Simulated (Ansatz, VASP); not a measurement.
**Cross-check of TiTe2 between VASP and Ansatz**

Wanted: the spread between two codes on one cell, functional and k mesh.

Method: plane waves, with VASP 6.6.1 beside it; single point at PBE, single point at LDA and single point at PBE, spin-orbit coupling, in Ansatz 0.2.0.

**1. Starting point**

Symmetry: P-3m1, No. 164, trigonal system. The conventional cell has a = 3.777 Å, b = 3.777 Å, c = 6.498 Å, α = 90.00°, β = 90.00°, γ = 120.00°. Nearest to Te lie 3 Ti at 2.77 Å. Nearest to Ti lie 6 Te at 2.77 Å. Farther neighbours and most contacts between anions are not listed.

**2. VASP: single point, PBE**

With cell and atoms fixed, the geometry can't cause a difference; cores, projectors, grids and the points listed under the comparison can.

Lines of VASP's logs that name or quote its potential files are left out, and so is its time.

The input, INCAR:

```
SYSTEM = TiTe2
PREC = Accurate
ENCUT = 400
EDIFF = 1E-07
NELM = 100
ISMEAR = 0
SIGMA = 0.05
LREAL = .FALSE.
ALGO = Normal
GGA = PE
NBANDS = 48
LASPH = .TRUE.
LWAVE = .FALSE.
LCHARG = .FALSE.
KPAR = 4
LOPTICS = .TRUE.
NEDOS = 2000
CSHIFT = 0.15
```

The input, POSCAR:

```
TiTe2
1.0
    3.7770000000      0.0000000000      0.0000000000
   -1.8885000000      3.2709779501      0.0000000000
    0.0000000000      0.0000000000      6.4980000000
Te Ti
2 1
Direct
    0.3333333333      0.6666666667      0.7372000000
    0.6666666667      0.3333333333      0.2628000000
    0.0000000000      0.0000000000      0.0000000000
```

The input, KPOINTS:

```
Automatic mesh
0
Gamma
10 10 5
0 0 0
```

PAW data sets: Te and Ti_sv (PBE family, release 64).

Started as:

```sh
> mpirun -np 4 vasp_std
```

Numbers of over 12 decimals in the logs are rounded to 6 here.

What it wrote:

```text
[banner, memory and clock lines left out]
running    4 mpi-ranks, on    1 nodes
 distrk:  each k-point on    1 cores,    4 groups
 distr:  one band on    1 cores,    1 groups

 POSCAR found type information on POSCAR TeTi
 POSCAR found :  2 types and       3 ions
 LDA part: xc-table for (Slater+PW92), standard interpolation
 POSCAR, INCAR and KPOINTS ok, starting setup
 FFT: planning ... GRIDC
 FFT: planning ... GRID_SOFT
 FFT: planning ... GRID
 WAVECAR not read
 entering main loop
       N       E                     dE             d eps       ncg     rms          rms(c)
DAV:   1     0.173228492984E+03    0.17323E+03   -0.73565E+03  5568   0.385E+02
DAV:   2    -0.369447529916E+01   -0.17692E+03   -0.16557E+03  5920   0.132E+02
DAV:   3    -0.180182790251E+02   -0.14324E+02   -0.14016E+02  6712   0.400E+01
DAV:   4    -0.184521764518E+02   -0.43390E+00   -0.43275E+00  6608   0.679E+00
DAV:   5    -0.184622437031E+02   -0.10067E-01   -0.10067E-01  6648   0.106E+00    0.121E+01
DAV:   6    -0.186914097564E+02   -0.22917E+00   -0.25256E+01  6816   0.148E+01    0.145E+01
DAV:   7    -0.165195999951E+02    0.21718E+01   -0.30277E+01  6736   0.124E+01    0.544E+00
DAV:   8    -0.162796628714E+02    0.23994E+00   -0.24691E+00  6792   0.473E+00    0.246E+00
DAV:   9    -0.162040470534E+02    0.75616E-01   -0.46578E-01  6816   0.190E+00    0.348E-01
DAV:  10    -0.162057048893E+02   -0.16578E-02   -0.10375E-02  6712   0.312E-01    0.318E-01
DAV:  11    -0.162061349617E+02   -0.43007E-03   -0.13211E-02  6912   0.316E-01    0.263E-01
DAV:  12    -0.162053771850E+02    0.75778E-03   -0.42086E-03  6888   0.170E-01    0.474E-02
DAV:  13    -0.162053779031E+02   -0.71803E-06   -0.41332E-05  6608   0.223E-02    0.170E-02
DAV:  14    -0.162053791805E+02   -0.12774E-05   -0.44653E-06  6712   0.624E-03    0.740E-03
DAV:  15    -0.162053797757E+02   -0.59522E-06   -0.15165E-06  6720   0.322E-03    0.386E-03
DAV:  16    -0.162053794853E+02    0.29043E-06   -0.66107E-07  6528   0.218E-03    0.190E-03
DAV:  17    -0.162053795837E+02   -0.98420E-07   -0.47819E-08  4152   0.704E-04
   1 F= -.16205380E+02 E0= -.16204478E+02  d E =-.180232E-02
 optical routines
 imaginary and real dielectric function
 recalculating local potential from charge density
 direction            1
 direction            2
 direction            3
```

OUTCAR, selected parts (step 2):

```text
ion  position               nearest neighbor table
   1  0.333  0.667  0.737-   3 2.77   3 2.77   3 2.77
   2  0.667  0.333  0.263-   3 2.77   3 2.77   3 2.77
   3  0.000  0.000  0.000-   1 2.77   2 2.77   2 2.77   1 2.77   2 2.77   1 2.77

  LATTYP: Found a hexagonal cell.
 ALAT       =     3.7770000000
 C/A-ratio  =     1.7204130262

 Subroutine GETGRP returns: Found 12 space group operations
 (whereof 12 operations were pure point group operations)

The static configuration has the point symmetry D_3d.

 Found     58 irreducible k-points:

   k-points           NKPTS =     58   k-points in BZ     NKDIM =     58   number of bands    NBANDS=     48

   dimension x,y,z NGX =    28 NGY =   28 NGZ =   42
   dimension x,y,z NGXF=    56 NGYF=   56 NGZF=   84

   ENCUT  =  400.0 eV  29.40 Ry    5.42 a.u.   6.16  6.16 10.60*2*pi/ulx,y,z

   NELECT =      24.0000    total number of electrons

 k-points in reciprocal lattice and weights: Automatic mesh
   0.00000000  0.00000000  0.00000000       0.002
   0.10000000  0.00000000  0.00000000       0.012
   0.20000000  0.00000000  0.00000000       0.012
   0.30000000 -0.00000000  0.00000000       0.012
   0.40000000  0.00000000  0.00000000       0.012
   0.50000000  0.00000000  0.00000000       0.006
   0.10000000  0.10000000  0.00000000       0.012
   0.20000000  0.10000000  0.00000000       0.024
   0.30000000  0.10000000  0.00000000       0.024
[...]
0.40000000  0.20000000  0.40000000       0.024
   0.30000000  0.30000000  0.40000000       0.024

 average (electrostatic) potential at core
       1 -87.3522       2 -87.3522       3 -74.7440

 E-fermi :   6.8418

 k-point     1 :       0.0000    0.0000    0.0000
  band No.  band energies     occupation
    ...
      5      -5.5807      2.00000
      6      -4.0798      2.00000
      7       1.6027      2.00000
      8       5.1374      2.00000
      9       5.1374      2.00000
     10       7.1715      0.00000
     11       7.2136      0.00000
     12       7.2136      0.00000
     13       7.3970      0.00000
     14       7.8901      0.00000
    ...

 k-point     2 :       0.1000    0.0000    0.0000
  band No.  band energies     occupation
    ...
      6      -4.0231      2.00000
      7       1.7381      2.00000
      8       4.8621      2.00000
      9       5.1530      2.00000
     10       6.5197      2.00000
     11       6.8896      0.17613
     12       7.1513      0.00000
     13       7.2977      0.00000
     14       7.8370      0.00000
     15       8.0492      0.00000
    ...

 k-point     3 :       0.2000    0.0000    0.0000
  band No.  band energies     occupation
    ...
      8       4.2083      2.00000
      9       5.1059      2.00000
     10       5.1780      2.00000
     11       6.3859      2.00000
     12       6.6849      1.99999
     13       7.0722      0.00000
     14       7.9228      0.00000
     15       8.1003      0.00000
     16       9.6140      0.00000
     17       9.8875      0.00000
    ...

  Total        0.2347065      0.2347065      0.6734737      0.0000000     -0.0000000      0.0000000
  in kB        4.6841562      4.6841562     13.4408546      0.0000000     -0.0000000      0.0000000
  external PRESSURE =       7.6030557 kB  Pullay stress =       0.0000000 kB

  energy-cutoff  :      400.00
  volume of cell :       80.28
      direct lattice vectors                 reciprocal lattice vectors
     3.777000000  0.000000000  0.000000000     0.264760392  0.152859484  0.000000000
    -1.888500000  3.270977950  0.000000000     0.000000000  0.305718967  0.000000000
     0.000000000  0.000000000  6.498000000     0.000000000  0.000000000  0.153893506

 POSITION                                       TOTAL-FORCE (eV/Angst)
 -----------------------------------------------------------------------------------
     -0.00000      2.18065      4.79033         0.000000      0.000000     -0.040986
      1.88850      1.09033      1.70767        -0.000000      0.000000      0.040986
      0.00000      0.00000      0.00000         0.000000      0.000000      0.000000
 -----------------------------------------------------------------------------------
    total drift:                                0.000000     -0.000000      0.000000

  FREE ENERGIE OF THE ION-ELECTRON SYSTEM (eV)
  ---------------------------------------------------
  free  energy   TOTEN  =       -16.2053795837 eV

  energy  without entropy=      -16.2035772633  energy(sigma->0) =      -16.20447842

 plasma frequency squared (from intraband transitions) (eV^2)
  --------------------------------------------------------------------------------------
       5.082       0.000       0.000
       0.000       5.082       0.000
       0.000       0.000       0.929

[... 3 further parts left out ...]
```

This run has no spin polarisation, so a moment on Ti, if there is one, isn't seen. The intraband (Drude) part is not in this spectrum.

**3. Ansatz: single point, PBE**

Ansatz runs on its default PAW (the set named soft_2) files.

The same cell, functional, mesh and smearing now go to Ansatz, which takes its cutoff from its data sets.

The input, input.yaml:

```yaml
crystal:
  lattice:
    - [3.777, 0.0, 0.0]
    - [-1.8885, 3.2709779501, 0.0]
    - [0.0, 0.0, 6.498]
  atoms:
    - { symbol: Te, position: [0.3333333333, 0.6666666667, 0.7372] }
    - { symbol: Te, position: [0.6666666667, 0.3333333333, 0.2628] }
    - { symbol: Ti, position: [0.0, 0.0, 0.0] }
hamiltonian:
  xc: pbe
  pseudopotentials: { kind: paw }
kpoints:
  mp_grid: { grid: [10, 10, 5] }
scf:
  occupations: { method: gaussian, width: 0.05 }
  n_extra_bands: 4
output:
  forces: true
  stress: true
  eigenvalues: true
```

Started as:

```sh
> ansatz run input.yaml --threads 2 --pin off --max-ram 4608MiB --backend cpu --events-out ev --progress --plain --runs-dir out
```

What it wrote:

```text
scf.n_extra_bands = 4 over 22 filled bands (N_el = 44.0): the run solves 26 bands
Engine: ansatz 0.2.0, x86_64-unknown-linux-gnu
Pseudopotentials: kind: paw
Pseudopotential: Te, paw, valence charge 16, recommended cutoff 420 eV (normal), Te.paw.azcp
Pseudopotential: Ti, paw, valence charge 12, recommended cutoff 420 eV (normal), Ti.paw.azcp
Functional definition: PBE
  parameter kappa = 0.804
  parameter beta = 0.066725
  exchange = pbe_x(kappa = kappa, mu = beta*pi^2/3)
  correlation = pbe_c(beta = beta)
Crystal: 3 atoms, lattice volume = 80.279 Å³
Basis set: ecut = 420 eV, 1581 PW (Γ), exchange–correlation on 54×54×90 points (8 copies of the dense FFT grid, shifted against one another)
Bands: 26, of which v1, the nominal top of the filled ones, is band 22 counted from 1 (21 counted from 0)
Symmetry: 12 space group operations
Space group: P-3m1 (ITA 164), of the structure as read, at distance tolerance 4.3e-5 Å
k-points: 58 of 500
Non-local potential: Te, projectors of the file, l = 0: 2, l = 1: 2, l = 2: 2, l = 3: 2
Non-local potential: Ti, projectors of the file, l = 0: 3, l = 1: 2, l = 2: 3, l = 3: 1
PAW form: soft (Blöchl's): semilocal exchange-correlation on the pseudo side does not see the compensation charge
PAW one-centre angular grid: Te, 590 points (default); XC on 64 Gauss nodes
PAW one-centre angular grid: Ti, 590 points (default); XC on 64 Gauss nodes
Initial density: superposition of atomic densities (neutral atoms: chi_scale 0, normalization atom), corrected by the library's trained network
Initial wavefunctions: pseudopotential atomic-orbital guess
Functional: x = pbe(κ = 0.804, μ = 0.219515), c = pbe(β = 0.066725)
SCF iter   1: F=—  HF=-16461.677259 eV  |F-HF|=—  |Δ(HF+E_count)|=         —  Δρ=3.03e-3  dr2=1.35e-2  ethr=1.77e-3  ⟨swp⟩=6.1  Hψ=6750  notcnv=0
preconditioner: auto → LDOS  [metal: Δε(μ)=0.012 eV  Ē_g=5.991 eV  σ=0.050 eV  W_gap=0.14  n_scr=22 (ndim 8)  ℏωp=16.6 eV  f_vac=0.014  D(μ)=1.41/eV (n_scr^D=2)  β→1.0]
SCF iter   2: F=—  HF=-16461.677615 eV  |F-HF|=—  |Δ(HF+E_count)|=   3.56e-4  Δρ=3.23e-3  dr2=1.69e-2  ethr=3.08e-5  ⟨swp⟩=2.0  Hψ=3317  notcnv=0  defer=4
SCF iter   3: F=—  HF=-16461.675731 eV  |F-HF|=—  |Δ(HF+E_count)|=   1.88e-3  Δρ=4.69e-4  dr2=4.11e-4  ethr=3.08e-5  ⟨swp⟩=2.0  Hψ=1944  notcnv=0  defer=4
SCF iter   4: F=—  HF=-16461.675721 eV  |F-HF|=—  |Δ(HF+E_count)|=   9.36e-6  Δρ=1.35e-4  dr2=2.84e-5  ethr=9.33e-7  ⟨swp⟩=2.0  Hψ=1846  notcnv=0  defer=4
SCF iter   5: F=—  HF=-16461.675698 eV  |F-HF|=—  |Δ(HF+E_count)|=   2.35e-5  Δρ=3.79e-5  dr2=2.39e-6  ethr=6.45e-8  ⟨swp⟩=2.0  Hψ=2718  notcnv=0  defer=4
SCF iter   6: F=-16461.675698 eV  HF=-16461.675698 eV  |F-HF|=3.38e-8  |Δ(HF+E_count)|=   1.41e-7  Δρ=1.06e-5  dr2=5.28e-8  ethr=2.27e-10  ⟨swp⟩=4.7  Hψ=7305  notcnv=0
SCF 1 converged in 6 iterations: F = -16461.675698 eV  dr2 = 5.28e-8
  greatest PAW one-centre occupation: 0.999 electrons in one spin orbital (limit 2), on the Ti atom at site 2 (counted from 0), in its partial waves of l = 0
SCF converged after 6 iterations
Free energy (F): -16461.675698 eV
Harris-Foulkes:  -16461.675698 eV  (|F-HF|=3.38e-8)
Internal energy: -16461.673897 eV  (E = F + TS)
E sigma→0 (E₀):  -16461.674797 eV
Entropy (-TS):   -0.001801 eV (-0.600 meV/atom)
Fermi energy:    10.293633 eV
--- Per-component energies (eV) ---
  E_band       = -668.445797
  E_kinetic    = 633.165304
  E_local      = -3434.093327  (includes V_loc(G=0)·N_el)
  E_nonlocal   = -611.964983
  E_hartree    = 2003.296823
  E_xc         = -346.537450
  E_vxc        = -330.937684  (∫ρ·V_xc dr)
  E_paw        = -10372.598349  (= ΣΔE_a)
  E_vpaw       = -931.213737  (= ΣTr[D̂ρ^β])
  E_aug_tail   = -0.000223  (compensation charges beyond the density's cutoff)
  E_ewald      = -4332.941691
  E_smearing   = -0.001801  (= −TS)
  E_closure    = -0.000000  (closes the sum)
  Σ components = -16461.675698   (vs F -16461.675698, Δ=0.00e0)
--- Forces (eV/Å), atoms counted from 1 ---
  atom   1  Te     0.00000000    -0.00000000    -0.02878941
  atom   2  Te     0.00000000     0.00000000     0.02878941
  atom   3  Ti     0.00000000     0.00000000     0.00000000
  max |Σ_I F_I| component: 3.47e-18 eV/Å
--- Stress (GPa, compression-positive) ---
        0.598719      -0.000000      -0.000000
        0.000000       0.598719       0.000000
       -0.000000      -0.000000       1.463559
  P = ⅓ Tr σ = 0.8870 GPa (8.870 kbar)
--- Band table (eV; the first three rows and the last of 58) ---
  k-point 0: bands = [... 18 lower, 8.5917, 10.6242, 10.6697, 10.6697, 10.8403, 11.3380, 11.3380, 13.3269]
  k-point 1: bands = [... 18 lower, 8.6155, 9.6122, 10.6656, 10.6656, 11.1779, 11.2204, 11.2204, 13.4810]
  k-point 2: bands = [... 18 lower, 8.6562, 8.6562, 10.6599, 10.6599, 11.0490, 11.0490, 11.2845, 13.7175]
  k-point 57: bands = [... 18 lower, 6.8030, 7.3163, 8.4362, 8.5924, 11.1452, 11.2474, 11.4638, 12.8774]
```

Elapsed: 2.2 s, on 2 threads of AMD EPYC 7B13 (Zen 3), shared host; peak memory 0.48 GiB.

In the SCF lines HF is the Harris–Foulkes energy and dr2 the Hartree energy of the density residual, in eV; the loop may stop once dr2 is under the threshold and the program's other checks hold. Hψ counts applications of the Hamiltonian.

The run ends at a pressure of 0.89 GPa, with forces up to 0.029 eV/Å.

**4. Side by side**

Known differences besides the potentials themselves: the data sets hold 44 valence electrons in Ansatz (default PAW (the set named soft_2) files) and 24 in VASP; the cutoff is 420 eV in Ansatz and 400 eV in VASP. Total energies have different zeros and are not compared.

The two programs side by side:

| quantity | Ansatz | VASP | difference |
| --- | --- | --- | --- |
| pressure (GPa) | 0.89 | 0.76 | +0.13 |

At this near-relaxed geometry the largest component of a force difference is 12 meV/Å.

**5. Ansatz: single point, LDA**

With cell and atoms fixed, the geometry can't cause a difference; cores, projectors, grids and the points listed under the comparison can.

input.yaml: that of step 3 with these lines changed.

```diff
@@ -10,3 +10,3 @@
 hamiltonian:
-  xc: pbe
+  xc: lda
   pseudopotentials: { kind: paw }
```

What it wrote:

```text
[...]
Crystal: 3 atoms, lattice volume = 80.279 Å³
Basis set: ecut = 420 eV, 1581 PW (Γ)
Bands: 26, of which v1, the nominal top of the filled ones, is band 22 counted from 1 (21 counted from 0)
Symmetry: 12 space group operations
[...]
k-points: 58 of 500
[...]
--- Band table (eV; the first three rows and the last of 58) ---
  k-point 0: bands = [... 18 lower, 8.2838, 10.2561, 10.3197, 10.3197, 10.5332, 11.0191, 11.0191, 13.0069]
  k-point 1: bands = [... 18 lower, 8.3079, 9.2821, 10.3156, 10.3156, 10.8218, 10.9013, 10.9013, 13.1609]
  k-point 2: bands = [... 18 lower, 8.3490, 8.3490, 10.3095, 10.3095, 10.7297, 10.7297, 10.9157, 13.3967]
  k-point 57: bands = [... 18 lower, 6.5062, 7.0187, 8.1355, 8.2912, 10.7730, 10.8833, 11.0896, 12.5735]
[key lines of the parts left out:]
SCF converged after 6 iterations
Free energy (F): -16106.817777 eV
Fermi energy:    9.950763 eV
P = ⅓ Tr σ = -4.1325 GPa (-41.325 kbar)
```

It took 2.3 s on 2 threads; peak memory 0.45 GiB.

The run ends at a pressure of -4.13 GPa, with forces up to 0.29 eV/Å.

**6. VASP: single point, LDA**

The same cell, functional (in two slightly different forms), mesh and smearing now go to VASP, with its own data sets and cutoff.

INCAR: that of step 2 with these lines changed.

```diff
@@ -9,3 +9,3 @@
 ALGO = Normal
-GGA = PE
+GGA = CA
 NBANDS = 48
```

POSCAR is that of step 2.

KPOINTS is that of step 2.

Started as:

```sh
> mpirun -np 4 vasp_std
```

What it wrote:

```text
[banner, memory and clock lines left out]
running    4 mpi-ranks, on    1 nodes
[...]
|                                                                             |
|               ----> ADVICE to this user running VASP <----                  |
|                                                                             |
|     You enforced a specific xc type in the INCAR file but a different       |
|     [... a line on the potential file left out ...]
|     I HOPE YOU KNOW WHAT YOU ARE DOING!                                     |
|                                                                             |

 LDA part: xc-table for (Slater(with rela. corr.)+CA(PZ))
 , standard interpolation
 POSCAR, INCAR and KPOINTS ok, starting setup
[...]
entering main loop
       N       E                     dE             d eps       ncg     rms          rms(c)
DAV:   1     0.170669243387E+03    0.17067E+03   -0.73418E+03  5568   0.385E+02
DAV:   2    -0.605798922746E+01   -0.17673E+03   -0.16532E+03  5920   0.132E+02
DAV:   3    -0.202892482947E+02   -0.14231E+02   -0.13923E+02  6696   0.398E+01
DAV:   4    -0.207148195509E+02   -0.42557E+00   -0.42442E+00  6632   0.673E+00
[...]
DAV:  15    -0.183169408533E+02    0.16299E-06   -0.65386E-07  6672   0.288E-03    0.768E-03
DAV:  16    -0.183169406991E+02    0.15417E-06   -0.49375E-07  6136   0.207E-03    0.187E-03
DAV:  17    -0.183169406944E+02    0.47362E-08   -0.25395E-08  4080   0.506E-04
   1 F= -.18316941E+02 E0= -.18316010E+02  d E =-.186218E-02
 optical routines
 imaginary and real dielectric function
 recalculating local potential from charge density
 direction            1
 direction            2
 direction            3
```

OUTCAR, selected parts (step 6):

```text
  Total       -2.0722347     -2.0722347     -1.7847855      0.0000000      0.0000000      0.0000000
  in kB      -41.3566374    -41.3566374    -35.6198678      0.0000000      0.0000000      0.0000000
  external PRESSURE =     -39.4443809 kB  Pullay stress =       0.0000000 kB

 POSITION                                       TOTAL-FORCE (eV/Angst)
 -----------------------------------------------------------------------------------
     -0.00000      2.18065      4.79033         0.000000     -0.000000      0.240156
      1.88850      1.09033      1.70767        -0.000000      0.000000     -0.240156
      0.00000      0.00000      0.00000        -0.000000      0.000000      0.000000
 -----------------------------------------------------------------------------------
    total drift:                                0.000000     -0.000000      0.000000

  FREE ENERGIE OF THE ION-ELECTRON SYSTEM (eV)
  ---------------------------------------------------
  free  energy   TOTEN  =       -18.3169406944 eV

  energy  without entropy=      -18.3150785145  energy(sigma->0) =      -18.31600960

[... 2 parts as in an earlier step ...]

[... 1 further part left out ...]
[key lines of the parts left out:]
E-fermi :   6.5280
```

**7. Differences**

What differs besides the data sets and the points named for the pairs above, as far as they apply: the two LDA forms differ slightly; Ansatz makes its cores anew for this functional, VASP keeps those of its PBE data sets; VASP's log shows a relativistic correction to its local exchange, Ansatz's none. Total energies have different zeros and are not compared.

Compared:

| quantity | Ansatz | VASP | difference |
| --- | --- | --- | --- |
| pressure (GPa) | -4.13 | -3.94 | -0.19 |

Forces (eV/Å; atoms numbered as in POSCAR):

| atom | Ansatz x, y, z | VASP x, y, z |
| --- | --- | --- |
| Te1 | 0.000, 0.000, 0.294 | 0.000, 0.000, 0.240 |
| Te2 | 0.000, 0.000, -0.294 | 0.000, 0.000, -0.240 |
| Ti3 | 0.000, 0.000, 0.000 | 0.000, 0.000, 0.000 |

The forces differ by 25 meV/Å r.m.s., which is 22.2 % of the r.m.s. force of 0.11 eV/Å (both taken over all components). Ansatz's pressure holds a Pulay correction of 0.04 GPa; VASP's holds none.

**8. What the set-up changes**

Further runs change the set-up of one program: Ansatz's method, potentials or start, or VASP's data sets, cutoff or form of LDA. The table gives Ansatz less VASP for each quantity, since a change that brings one quantity closer may part another.

| run | r.m.s. force difference (meV/Å) | pressure (GPa) |
| --- | --- | --- |
| as above | 25 | -0.19 |
| cores kept as stored | 23 | -0.17 |
| Ansatz's all-electron LAPW method | 24 | -0.17 |
| Ansatz's larger PAW set (cutoff 910 eV) | 24 | -0.17 |
| norm-conserving potentials (cutoff 1143 eV) | 27 | -0.23 |

(Continued in part 2 of 2.)

[Lines on the potential files, build, host, timing and source positions are cut from VASP's logs without a mark.]

[Logs are printed without paths, hosts, clocks, repeated set-up lines and the standing remarks that a program may print on its own settings, such as how far it seeks lower states.]

[Hosts, paths, dates, database ids (printed as entryN), source tags and the programs' standing remarks are cut or masked in the printed files.]
